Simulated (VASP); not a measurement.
Output of a VASP run:

### OSZICAR
```
       N       E                     dE             d eps       ncg     rms          rms(c)
DAV:   1     0.651133216905E+03    0.65113E+03   -0.27174E+04  2631   0.189E+03
DAV:   2     0.787895639358E+02   -0.57234E+03   -0.55794E+03  2652   0.499E+02
DAV:   3    -0.284055517017E+02   -0.10720E+03   -0.10485E+03  3318   0.197E+02
DAV:   4    -0.360951358637E+02   -0.76896E+01   -0.75902E+01  3472   0.518E+01
DAV:   5    -0.363901162590E+02   -0.29498E+00   -0.29406E+00  3696   0.107E+01    0.133E+01
DAV:   6    -0.368108791438E+02   -0.42076E+00   -0.45472E+01  3597   0.104E+02    0.101E+01
DAV:   7    -0.343006425839E+02    0.25102E+01   -0.10047E+01  3256   0.747E+01    0.388E+00
DAV:   8    -0.345379066180E+02   -0.23726E+00   -0.51809E+00  3992   0.282E+01    0.333E+00
DAV:   9    -0.343987886710E+02    0.13912E+00   -0.12201E+00  3765   0.183E+01    0.466E-01
DAV:  10    -0.344029570629E+02   -0.41684E-02   -0.66404E-02  3912   0.407E+00    0.327E-01
DAV:  11    -0.344023850381E+02    0.57202E-03   -0.18744E-02  3775   0.242E+00    0.110E-01
DAV:  12    -0.344024194295E+02   -0.34391E-04   -0.27894E-03  3864   0.830E-01    0.213E-02
DAV:  13    -0.344024337998E+02   -0.14370E-04   -0.22544E-04  3774   0.199E-01    0.195E-02
DAV:  14    -0.344024287581E+02    0.50417E-05   -0.68324E-05  3848   0.166E-01    0.436E-03
DAV:  15    -0.344024289999E+02   -0.24177E-06   -0.83842E-06  3821   0.318E-02    0.280E-03
DAV:  16    -0.344024289891E+02    0.10754E-07   -0.55871E-07  3144   0.813E-03
   1 F= -.34402429E+02 E0= -.34402429E+02  d E =0.000000E+00
```

OUTCAR:
```
------------------------ aborting loop because EDIFF is reached ----------------------------------------
  FORCE on cell =-STRESS in cart. coord.  units (eV):
  Direction    XX          YY          ZZ          XY          YZ          ZX
  --------------------------------------------------------------------------------------
  Total       -0.0030702     -0.0030702      0.1210428      0.0000000      0.0000000      0.0000000
  in kB       -0.0286785     -0.0286785      1.1306334      0.0000000      0.0000000      0.0000000
  external PRESSURE =       0.3577588 kB  Pullay stress =       0.0000000 kB
  volume of cell :      171.53
      direct lattice vectors                 reciprocal lattice vectors
    -2.786722288  2.786722288  5.521794623     0.000000000  0.179422256  0.090550271
     2.786722288 -2.786722288  5.521794623     0.179422256  0.000000000  0.090550271
     2.786722288  2.786722288 -5.521794623     0.179422256  0.179422256  0.000000000
 POSITION                                       TOTAL-FORCE (eV/Angst)
 -----------------------------------------------------------------------------------
      0.00000      0.00000      5.52179         0.000000     -0.000000      0.000000
      2.78672      0.00000      2.76090         0.000000     -0.000000     -0.000000
      0.00000      0.00000      0.00000        -0.000000     -0.000000      0.000000
      0.00000      2.78672      2.76090         0.000000     -0.000000     -0.000000
      1.43644      1.39336      6.90224        -0.001129     -0.000000      0.000000
      4.18008      1.35028     -1.38045        -0.000000      0.001129     -0.000000
      1.35028      1.39336      1.38045         0.001129     -0.000000     -0.000000
     -1.39336      1.43644      4.14135         0.000000     -0.001129      0.000000
 -----------------------------------------------------------------------------------
    total drift:                                0.000007      0.000007      0.000003
  FREE ENERGIE OF THE ION-ELECTRON SYSTEM (eV)
  ---------------------------------------------------
  free  energy   TOTEN  =       -34.4024289891 eV

  energy  without entropy=      -34.4024289891  energy(sigma->0) =      -34.40242899

 total charge

# of ion       s       p       d       tot
------------------------------------------
    1        0.877   0.729  10.022  11.628
    2        0.877   0.729  10.022  11.628
    3        0.387   0.373   9.264  10.024
    4        0.387   0.373   9.264  10.024
    5        1.446   2.380   0.053   3.879
    6        1.446   2.380   0.053   3.879
    7        1.446   2.380   0.053   3.879
    8        1.446   2.380   0.053   3.879
--------------------------------------------------
tot          8.313  11.722  38.783  58.818

 Electric field gradients after diagonalization (V/A^2)
 (convention: |V_zz| > |V_xx| > |V_yy|)
----------------------------------------------------------------------
 ion       V_xx      V_yy      V_zz     asymmetry (V_yy - V_xx)/ V_zz
----------------------------------------------------------------------
   1       0.367     0.357    -0.724       0.013
   2       0.367     0.357    -0.724       0.013
   3      -2.818    -2.799     5.617       0.003
   4      -2.818    -2.799     5.617       0.003
   5     135.971    20.638  -156.610       0.736
   6     135.972    20.639  -156.611       0.736
   7     135.972    20.639  -156.611       0.736
   8     135.971    20.638  -156.610       0.736
```
(Selected blocks of OUTCAR.)

File POSCAR:
```
CuGaSe2
1
   -2.7867222876     2.7867222876     5.5217946228
    2.7867222876    -2.7867222876     5.5217946228
    2.7867222876     2.7867222876    -5.5217946228
Ga Cu Se
2 2 4
Direct
  0.5000000000   0.5000000000   0.0000000000
  0.2500000000   0.7500000000   0.5000000000
  0.0000000000   0.0000000000   0.0000000000
  0.7500000000   0.2500000000   0.5000000000
  0.8750000000   0.8827299610   0.5077299610
  0.1172700390   0.6250000000   0.9922700390
  0.3750000000   0.3672700390   0.4922700390
  0.6327299610   0.1250000000   0.0077299610
```

Task: Reconstruct the remaining input files.

Result: This is not unique; one that fits is the input of the run itself, PBEsol GGA, plane waves, VASP's PBE PAW potentials (set 64).

### INCAR
```
! general
SYSTEM  = CuGaSe2
PREC    = Accurate
ENCUT   = 400
LREAL   = .FALSE.
LASPH   = .TRUE.

! electronic loop
EDIFF   = 1E-7
NELM    = 100
ALGO    = Normal
LMAXMIX = 4

! smearing
ISMEAR  = -5

! functional
GGA     = PS

! ions
ISIF    = 2

! output
LWAVE   = .FALSE.
LCHARG  = .TRUE.
LORBIT  = 11
NEDOS   = 601

! other
LEFG    = .TRUE.
```

File KPOINTS:
```
Automatic mesh
0
Gamma
6 6 6
0 0 0
```

POTCAR, in this order: Ga_d Cu Se (PBE.64 set). Program: vasp_std.

The compound is CuGaSe2 in the chalcopyrite structure. It was relaxed first.
